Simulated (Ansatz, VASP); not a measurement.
**One calculation of NaRh, two programs**

Contents of INCAR:

```
PREC = Accurate
ENCUT = 600
EDIFF = 1E-7
ISMEAR = 0
SIGMA = 0.1
LREAL = F
LASPH = T
NELM = 100
ALGO = Normal
ISIF = 3
LWAVE = F
LCHARG = F
GGA = PE
IBRION = 2
NSW = 100
EDIFFG = -0.01
```

File KPOINTS:

```
Automatic mesh
0
Gamma
  24 24 12
```

POSCAR

```
NaRh
1.0
    2.7604224690      0.0000000000      0.0000000000
   -1.3802112345      2.3905959834      0.0000000000
    0.0000000000      0.0000000000      5.0079191567
Na Rh
1 1
Direct
    0.0000000000      0.0000000000      0.0000000000
    0.3333333333      0.6666666667      0.5000000000
```

Input for Ansatz:

```yaml
crystal:
  lattice:
    - [2.760422469, 0.0, 0.0]
    - [-1.3802112345, 2.3905959834, 0.0]
    - [0.0, 0.0, 5.0079191567]
  atoms:
    - { symbol: Na, position: [0.0, 0.0, 0.0] }
    - { symbol: Rh, position: [0.3333333333, 0.6666666667, 0.5] }
basis:
  ecutwfc: 420
kpoints:
  mp_grid: { grid: [24, 24, 12] }
hamiltonian:
  xc: pbe
scf:
  occupations: { method: gaussian, width: 0.1 }
output:
  forces: true
  stress: true
  eigenvalues: true
relax:
  adjacent_minimum: "off"
  f_tol: 0.01
  max_steps: 80
  cell: { stress_tol: 0.05 }
```

Alike in both runs: task relaxation of cell and atoms; functional PBE; k mesh 24 × 24 × 12; occupations gaussian, width 0.1 eV; no spin polarisation.

```csv
,VASP,Ansatz
version,VASP 6.6.1,Ansatz 0.2.0
potentials or method,"VASP PAW PBE potentials, release 64 (Na_pv, Rh_pv)","scalar-relativistic, plane waves, PAW"
plane-wave cutoff (eV),600,420
valence electrons in the cell,22,26
```

```csv
,VASP,Ansatz,Ansatz less VASP
"gap on the k mesh at the Fermi level, each at its own relaxed structure (eV)",none,none,-
relaxed volume (Å³/atom),16.57,16.57,-0.001
relaxed cell length with the largest relative difference (Å),2.764,2.763,-0.0001
```

A gap of «none» marks a metal or a gap that the smearing closes. The two sets of potentials don't hold the same shells in valence.
